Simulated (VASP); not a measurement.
Given:

```
AgLi3
1.0
    3.94577     0.00000     0.00000
    0.00000     3.94577     0.00000
    0.00000     0.00000     3.94577
Li Ag
3 1
Cartesian
  0.03834   1.92864   1.97408
  1.93500   2.07002   0.01944
  1.99277   0.00690   1.95787
 -0.02034  -0.05978  -0.00562
```

Computed with PBE GGA, VASP's PBE PAW potentials (set 64) (plane waves; VASP). Numerical set-up: 400 eV cut-off, 6×6×6 Γ-centred mesh, Gaussian smearing of 0.27 eV, potentials Li_sv Ag.

At this cut-off the stress carries a Pulay error, which pulls relaxed volumes low.

Question: Which forces act on the atoms, in eV/Å?

Answer: 
```json
[
 {"atom": "Li1", "Fx": "-0.153", "Fy": "-0.010", "Fz": "0.025"},
 {"atom": "Li2", "Fx": "0.112", "Fy": "-0.285", "Fz": "-0.083"},
 {"atom": "Li3", "Fx": "0.000", "Fy": "0.041", "Fz": "0.056"},
 {"atom": "Ag4", "Fx": "0.041", "Fy": "0.253", "Fz": "0.001"}
]
```

Question: Give the stress tensor in GPa (positive for a compressed cell).

Answer: 
```
-0.43   0.02  -0.01
 0.02  -0.60  -0.01
-0.01  -0.01  -0.67
```
The pressure is its mean diagonal, -0.56 GPa.

The structure was generated: Li3Ag was put into an ordered model structure, which need not be its known phase. The cell was not relaxed at this level, atoms are displaced from their ideal sites.
